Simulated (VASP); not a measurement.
Computed with PBEsol GGA, VASP's PBE PAW potentials (set 64) (plane waves; VASP 6.6.1).

VASP input:

### POSCAR
```
AlN
1
    1.5550000000    -2.6933390000     0.0000000000
    1.5550000000     2.6933390000     0.0000000000
    0.0000000000     0.0000000000     4.9800000000
Al N
2 2
Direct
  0.6666670000   0.3333330000   0.5000000000
  0.3333330000   0.6666670000   0.0000000000
  0.6666670000   0.3333330000   0.8820000000
  0.3333330000   0.6666670000   0.3820000000
```

INCAR:
```
ALGO = Normal
EDIFF = 1E-6
EDIFFG = -0.01
ENCUT = 520
GGA = PS
IBRION = 2
ISIF = 3
ISMEAR = 0
LASPH = .TRUE.
LCHARG = .FALSE.
LREAL = .FALSE.
LWAVE = .FALSE.
NELM = 100
NSW = 60
PREC = Accurate
SIGMA = 0.05
SYSTEM = AlN
```

**KPOINTS**
```
Regular mesh
0
gamma
 9 9 5
```

POTCAR, in this order: Al N (PBE.64 set). Program: vasp_std.

What does the run give for the energy per atom (σ→0), volume per atom, band gap (on the k-mesh)?

* **energy per atom (σ→0)**: -7.828 eV/atom
* **band gap (on the k-mesh)**: 4.11 eV
* **volume per atom**: 10.46 Å³/atom

### OSZICAR
```
...
   2 F= -.31312151E+02 E0= -.31312151E+02  d E =-.905286E-04
       N       E                     dE             d eps       ncg     rms          rms(c)
DAV:   1    -0.313125676300E+02   -0.41654E-03   -0.57230E-03   972   0.732E-01    0.107E-01
DAV:   2    -0.313123190663E+02    0.24856E-03   -0.82728E-04  1004   0.229E-01    0.259E-02
DAV:   3    -0.313123148459E+02    0.42205E-05   -0.37299E-05  1004   0.546E-02    0.986E-03
DAV:   4    -0.313123131921E+02    0.16538E-05   -0.16126E-06   628   0.121E-02    0.480E-03
DAV:   5    -0.313123130416E+02    0.15053E-06   -0.37117E-07   432   0.640E-03
   3 F= -.31312313E+02 E0= -.31312313E+02  d E =-.252619E-03
```

The compound is AlN in the wurtzite structure. This run relaxes it. Symmetry was kept, so distortions that lower it aren't found.
